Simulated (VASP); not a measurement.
Consider the following.

```xyz
5
Lattice="3.6706 0.0000 0.0000 0.0000 3.6891 0.0000 0.0000 0.0000 3.6706" Properties=species:S:1:pos:R:3 pbc="T T T"
Al     0.0000     0.0000     0.0000
N      1.8353     1.8445     1.8353
Co     0.0000     1.8445     1.8353
Co     1.8353     1.8445     0.0000
Co     1.8353     0.0000     1.8353
```
Starting moments (μB, in the order of the record's atoms Al N Co Co Co): 0.0 0.1 0.8 0.8 0.8.

These are PBEsol GGA, VASP's PBE PAW potentials (set 64) (plane waves; VASP) values and carry that method's errors. Settings: 600 eV cut-off, 8×8×8 Γ-centred mesh, first-order Methfessel-Paxton smearing of 0.10 eV, potentials Al N Co.

The moments were started parallel, and other spin orders were not tried in this run.

Task: Give the stress tensor in GPa (positive for a compressed cell).

Result: 
```
2.88  0.00  0.00
0.00  1.32  0.00
0.00  0.00  2.88
```
The pressure is its mean diagonal, 2.36 GPa.

The structure was generated: AlCo3N was put into the cubic-perovskite type (Pm-3m), which need not be its known phase. This cell was strained or had an atom moved on purpose.
